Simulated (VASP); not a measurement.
```xyz
3
Lattice="1.8250 -3.1610 0.0000 1.8250 3.1610 0.0000 0.0000 0.0000 5.9000" Properties=species:S:1:pos:R:3 pbc="T T T"
Sn     0.0000     0.0000     0.0000
S      1.8250     1.0537     1.4750
S      1.8250    -1.0537     4.4250
```

The base run (VASP): PBE GGA, plane waves, VASP's PBE PAW potentials (set 64). Numerical set-up: 400 eV cut-off, 8×8×4 Γ-centred mesh, Gaussian smearing of 0.050 eV, potentials Sn_d S.

One setting is varied; ΔE counts from the most expensive setting. The base run took about 8 core-seconds. Costs are core time on shared hosts, one run each; read them as rough ratios.

The pressure holds a Pulay error that falls with the cut-off, as the column shows.

```tsv
setting	cost over the base run	electronic steps	ΔE (meV/atom)	pressure (GPa)
ENCUT = 200	within a factor of 2	14	58.3	-8.07
ENCUT = 225	within a factor of 2	14	17.7	-0.22
ENCUT = 350	within a factor of 2	12	0.9	3.04
base run	reference	12	0.1	3.18
ENCUT = 375	within a factor of 2	14	0.4	3.10
ENCUT = 475	within a factor of 2	12	0.1	3.17
ENCUT = 700	about 3 times	14	0.0	3.20
```

Left out are runs that failed, have no time on record or changed the cell.

The compound is SnS2 in the 1T layered structure. The cell was not relaxed at this level.
